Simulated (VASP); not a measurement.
Consider the following.

```
Cr
1.0
    2.96368     0.00000     0.00000
    0.00000     2.96368     0.00000
    0.00000     0.00000     2.96368
Cr
2
Direct
  0.00000   0.00000   0.00000
  0.50000   0.50000   0.50000
```
Starting moments (μB, in the order of the record's atoms Cr Cr): 1.0 -1.0.

All values below come from vdW-DF2, VASP's PBE PAW potentials (set 64) (plane waves; VASP). Run with 520 eV cut-off, 13×13×13 Γ-centred mesh, first-order Methfessel-Paxton smearing of 0.10 eV, potentials Cr_pv.

Problem. Give the stress tensor in GPa (positive for a compressed cell).

Solution. 
```
-8.39   0.00   0.00
 0.00  -8.39   0.00
 0.00   0.00  -8.39
```
The pressure is its mean diagonal, -8.39 GPa.

The compound is Cr in the bcc, AFM order structure. This cell is one point of a volume scan, at 1.06 of the reference volume.
